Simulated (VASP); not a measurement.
An input for Ansatz (written as the equivalent of a VASP run, and not itself run):

Ansatz 0.2 input:
```yaml
crystal:
  lattice:
    - [4.0706900, 0.0000000, 0.0000000]
    - [0.0000000, 4.0706900, 0.0000000]
    - [0.0000000, 0.0000000, 4.0706900]
  atoms:
    - { symbol: Zr, position: [0.0000000, 0.0000000, 0.0000000] }
    - { symbol: Al, position: [0.0000000, 0.5000000, 0.5000000] }
    - { symbol: Al, position: [0.5000000, 0.0000000, 0.5000000] }
    - { symbol: Al, position: [0.5000000, 0.5000000, 0.0000000] }
kpoints:
  mp_grid: { grid: [7, 7, 7] }
hamiltonian:
  xc: pbesol
  pseudopotentials: { kind: paw }
scf:
  occupations: { method: methfessel_paxton, width: 0.1 }
  max_iter: 100
relax:
  max_steps: 60
  f_tol: 0.02
  cell: {}
output: { forces: true, stress: true, eigenvalues: true }
```

Question: Translate this input to VASP (INCAR, KPOINTS, POSCAR, choice of POTCAR).

Answer: One answer among several that fit: 
INCAR:
```
SYSTEM  =  ZrAl3
PREC  =  Accurate; ENCUT  =  400; LREAL  =  .FALSE.
LASPH  =  .TRUE.
EDIFF  =  1E-6; NELM  =  100; ALGO  =  Normal
LMAXMIX  =  4
ISMEAR  =  1; SIGMA  =  0.1
GGA  =  PS
IBRION  =  2; NSW  =  60; ISIF  =  3
EDIFFG  =  -0.02
LWAVE  =  .FALSE.; LCHARG  =  .FALSE.
```

### POSCAR
```
ZrAl3
1.0
  4.0706900332   0.0000000000   0.0000000000
  0.0000000000   4.0706900332   0.0000000000
  0.0000000000   0.0000000000   4.0706900332
Zr Al
1 3
Cartesian
  0.0000000000   0.0000000000   0.0000000000
  0.0000000000   2.0353450166   2.0353450166
  2.0353450166   0.0000000000   2.0353450166
  2.0353450166   2.0353450166   0.0000000000
```

File KPOINTS:
```
Regular mesh
0
G
7 7 7
0 0 0
```

POTCAR, in this order: Zr_sv Al (PBE.64 set). Program: vasp_std.

What does not carry over: each code has its own PAW files, so the cut-off isn't converted (ENCUT is set for VASP's; basis.ecutwfc is left out, and Ansatz then takes the one that its files recommend); Ansatz stops its SCF on the density residual and VASP on the energy change (EDIFF).

The structure comes from a computed database's ZrAl3 entry (Pm-3m); how it stands against other phases isn't given here. It was relaxed first. The start is the result of an earlier pass.
